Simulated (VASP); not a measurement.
Data:

```xyz
4
Lattice="2.1685 -3.7559 0.0000 2.1685 3.7559 0.0000 0.0000 0.0000 7.0665" Properties=species:S:1:pos:R:3 pbc="T T T"
Cd     2.1685    -1.2520     3.5333
Cd     2.1685     1.2520     0.0001
Se     2.1685    -1.2520     6.1902
Se     2.1685     1.2520     2.6569
```

These are r2SCAN meta-GGA, VASP's PBE PAW potentials (set 64) (plane waves; VASP 6.6.1) values and carry that method's errors. Run with 400 eV cut-off, 7×7×4 Γ-centred mesh, tetrahedra with Blöchl corrections, potentials Cd Se.

The cores are frozen, which limits the accuracy of field gradients.

Q: Give the principal components of the electric field gradient (V/Å²) and the asymmetry η at each nucleus.

A: 
```csv
atom,Vxx,Vyy,Vzz,η
Cd1,-1.1,-1.1,2.1,0.00
Cd2,-1.1,-1.1,2.1,0.00
Se3,-0.6,-0.6,1.1,0.00
Se4,-0.6,-0.6,1.1,0.00
```

The compound is CdSe in the wurtzite structure. It was relaxed first.
